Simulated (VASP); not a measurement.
Input of a VASP 6.6.1 run:

File INCAR:

```
SYSTEM = Be3CdTe4
PREC = Normal ; ENCUT = 520
EDIFF = 1E-4 ; ISMEAR = 0
SIGMA = 0.15 ; LREAL = .FALSE.
LASPH = .TRUE. ; NELM = 60
ALGO = Fast ; ISIF = 3
LWAVE = .FALSE. ; LCHARG = .FALSE.
GGA = PE ; IBRION = 2
NSW = 24 ; EDIFFG = -0.08
```

KPOINTS

```
Automatic mesh
0
G
  3 3 3
  0 0 0
```

Contents of POSCAR:

```
Be3CdTe4
1.0
    5.7000000000      0.0000000000      0.0000000000
    0.0000000000      5.7000000000      0.0000000000
    0.0000000000      0.0000000000      5.7000000000
Be Cd Te
3 1 4
Direct
    0.5000000000      0.0000000000      0.5000000000
    0.0000000000      0.5000000000      0.5000000000
    0.5000000000      0.5000000000      0.0000000000
    0.0000000000      0.0000000000      0.0000000000
    0.2700000000      0.2700000000      0.2700000000
    0.7300000000      0.2700000000      0.7300000000
    0.7300000000      0.7300000000      0.2700000000
    0.2700000000      0.7300000000      0.7300000000
```

Potentials or basis: VASP PAW PBE potentials, release 64 (Be, Cd, Te).

Run with:

```sh
$ cat potpaw_PBE.64/Be/POTCAR potpaw_PBE.64/Cd/POTCAR potpaw_PBE.64/Te/POTCAR > POTCAR
$ mpirun -np 4 vasp_std > vasp.out
```

Task: Estimate the relaxed cell.

Result: a = 5.913 Å, b = 5.913 Å, c = 5.913 Å, α = 90.00°, β = 90.00°, γ = 90.00°.

Task: What does it give for the space group after relaxing (to 0.05 Å)?

Result: P-43m (No. 215).

Task: What does it give for the band gap on the k mesh?

Result: 1.85 eV, direct.

Task: What does it give for the relaxed volume?

Result: 25.84 Å³/atom.

Forces on the atoms (eV/Å):
```
Be   0.000  0.000  0.000
Be   0.000  0.000  0.000
Be   0.000  0.000  0.000
Cd   0.000  0.000  0.000
Te  -0.029 -0.029 -0.029
Te   0.029 -0.029  0.029
Te   0.029  0.029 -0.029
Te  -0.029  0.029  0.029
```

Caveat: spin-orbit coupling is left out, which moves the levels of the heavy elements; an odd mesh through Γ misses points on the zone boundary, where band edges often lie; the relaxation stopped at a loose force limit of 0.08 eV/Å, so its end isn't a converged minimum. A hybrid or GW would open this gap; PBE tends to underestimate it.
